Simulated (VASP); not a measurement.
Input:

```
CELL_PARAMETERS angstrom
      8.33380     0.00000     0.00000
      0.00000    11.71023     0.00000
      0.00000     0.00000     7.98604
ATOMIC_POSITIONS crystal
  Cs 0.43984 0.25000 0.51945
  Cs 0.56016 0.75000 0.48055
  Cs 0.06016 0.75000 0.01945
  Cs 0.93984 0.25000 0.98055
  Pb 0.00000 0.50000 0.50000
  Pb 0.50000 0.50000 0.00000
  Pb 0.50000 0.00000 0.00000
  Pb 0.00000 0.00000 0.50000
  Br 0.99374 0.75000 0.55967
  Br 0.00626 0.25000 0.44033
  Br 0.50626 0.25000 0.05967
  Br 0.49374 0.75000 0.94033
  Br 0.20102 0.03170 0.80279
  Br 0.79898 0.96830 0.19721
  Br 0.29898 0.96830 0.30279
  Br 0.70102 0.03170 0.69721
  Br 0.70102 0.46830 0.69721
  Br 0.29898 0.53170 0.30279
  Br 0.79898 0.53170 0.19721
  Br 0.20102 0.46830 0.80279
```

Level of theory: PBE GGA, VASP's PBE PAW potentials (set 64) (plane waves; VASP). Numerical set-up: LREAL = Auto, 300 eV cut-off, 2×1×2 Γ-centred mesh, Gaussian smearing of 0.020 eV, potentials Cs_sv Pb_d Br.

At this cut-off the stress carries a Pulay error, which pulls relaxed volumes low. Unless said otherwise, spin-orbit coupling is left out, though it shifts the bands of the heavy elements here.

Problem. Predict the energy per atom (σ→0), pressure, largest force, band gap (on the k-mesh) with the smallest direct gap where there is one.

Solution. 
The band gap (on the k-mesh) is 1.86 eV. The smallest direct gap (on the k-mesh) is 1.86 eV. The energy per atom (σ→0) is -3.141 eV/atom and the pressure is 1.98 GPa. The largest force is 0.268 eV/Å.

Total energies compare only between runs with the same potentials, cut-off and functional.

The structure comes from a computed database's CsPbBr3 entry; how it stands against other phases isn't given here. The cell was not relaxed at this level. The k-mesh is coarse (spacing up to 0.54 per Å, 2π included), so the numbers may not be converged in it.
